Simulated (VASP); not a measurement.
VASP runs on Ga$_{3}$Cu (space group I4/mmm) share one base input (PBE GGA, plane waves, VASP's PBE PAW potentials (set 64)) and change the settings named in each case.

**POSCAR**
```
Ga3Cu
4.7628550
 -0.3790079690   0.3790079690   0.8442190661
  0.3790079690  -0.3790079690   0.8442190661
  0.3790079690   0.3790079690  -0.8442190661
Ga Cu
3 1
Cartesian
  0.0000000000   0.0000000000   0.8442190661
 -0.0000000000   0.3790079690   0.4221095330
  0.3790079690   0.0000000000   0.4221095330
  0.0000000000   0.0000000000   0.0000000000
```

KPOINTS:
```
Automatic mesh
0
Gamma
7 7 7
0 0 0
```

INCAR:
```
LASPH=T   ! aspherical one-centre terms
ISMEAR=0
LMAXMIX=4
LREAL=F   ! projection in real space or not
NELM=100
ENCUT=300   ! plane-wave cut-off (eV)
GGA=PE
SIGMA=0.2   ! width (eV)
PREC=Accurate
ALGO=Normal   ! blocked Davidson
LWAVE=F
LCHARG=F
EDIFF=1E-6   ! SCF stop (eV)
ISIF=2
SYSTEM=Ga3Cu
```

POTCAR, in this order: Ga_d Cu (PBE.64 set). Program: vasp_std.

| change | E(σ→0) (eV/atom) | pressure (GPa) | −TS (eV) |
|---|---|---|---|
| base run | -2.8232 | 25.88 | -0.0273 |
| GGA = PS | -3.4072 | … | -0.0274 |
| GGA_COMPAT = .FALSE., LNONCOLLINEAR = .TRUE., LSORBIT = .TRUE., MAGMOM = 0.0 0.0 0.0 0.0 0.0 0.0 0.0 0.0 0.0 0.0 0.0 0.0, program vasp_ncl | -2.8288 | 25.75 | -0.0274 |
| KPOINTS 1×1×1 Γ-centred mesh | 1.3212 | 57.02 | -0.3964 |

Q: Complete the blanks.

A: 
- GGA = PS, pressure (GPa): 19.24

Energies of different potentials or functionals have different zeros.  At 300 eV the pressure can carry a Pulay error.

Left out are runs that ran out of time, are held back, or changed the cell or the kind of run, fixed moments of cells without a moment, rows past the twelfth, gaps on odd meshes, pressures of charged cells and columns that move by less than the noise.

The structure was generated: Ga3Cu was put into an ordered model structure, which need not be its known phase. The cell was not relaxed at this level, its lattice was scaled by up to 2.5 %.
